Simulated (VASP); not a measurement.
Input of a VASP 6.6.1 run:

INCAR

```
PREC = Accurate ; ENCUT = 520
EDIFF = 1E-6 ; ISMEAR = 1
SIGMA = 0.15 ; LREAL = F
LASPH = T ; NELM = 100
ALGO = Fast ; ISIF = 2
LWAVE = F ; LCHARG = T
GGA = PE ; LELF = T
LVHAR = T ; NBANDS = 46
```

KPOINTS

```
regular mesh
0
Gamma
  3 3 2
```

The input POSCAR:

```
SrGeTeI6
1.0
    3.6267330000      6.0423110000     -0.0484810000
   -3.5504150000      5.9982490000     -0.0878190000
    0.0419650000     -0.0839480000      7.2834410000
Sr I Ge Te
1 6 1 1
Direct
    0.9920016848      0.0045087452     -0.0040350176
    0.3857848724      0.6232884455      0.3130684802
    0.9867113192      0.3859736669      0.3017560756
    0.6286312504      0.9877718167      0.3045913058
    1.0049349268      0.6220824157      0.6908156331
    0.6167640168      0.3846387040      0.6945933828
    0.3836686618      0.9920981478      0.6889872119
    0.6751298922      0.6652368723      0.4975839592
    0.3391328120      0.3358457405      0.5061025599
```

Potentials or basis: VASP PAW PBE potentials, release 64 (Sr_sv, I, Ge_d, Te).

Command:

```sh
$ cat potpaw_PBE.64/Sr_sv/POTCAR potpaw_PBE.64/I/POTCAR potpaw_PBE.64/Ge_d/POTCAR potpaw_PBE.64/Te/POTCAR > POTCAR
$ mpirun -np 1 vasp_std > vasp.out
```

Q: Predict the largest force.

A: 6.524 eV/Å.

Q: Estimate the pressure.

A: 19.5 GPa.

Q: What does it give for the band gap on the k mesh?

A: None (metal or under the smearing width).

Stress tensor (GPa, compression positive):
```
21.28  0.43 -0.75
 0.43 20.19  0.54
-0.75  0.54 17.00
```

Caveat: the k mesh is coarse (spacing up to 0.43 Å⁻¹), so the values aren't converged; so large a pressure means that the cell lies far from this level's equilibrium, or that cutoff or potentials fall short; forces of over 1 eV/Å show positions far from the minimum, so gaps and moduli don't describe the material at rest. The run has no spin-orbit coupling, so splittings on I, Te are missing.
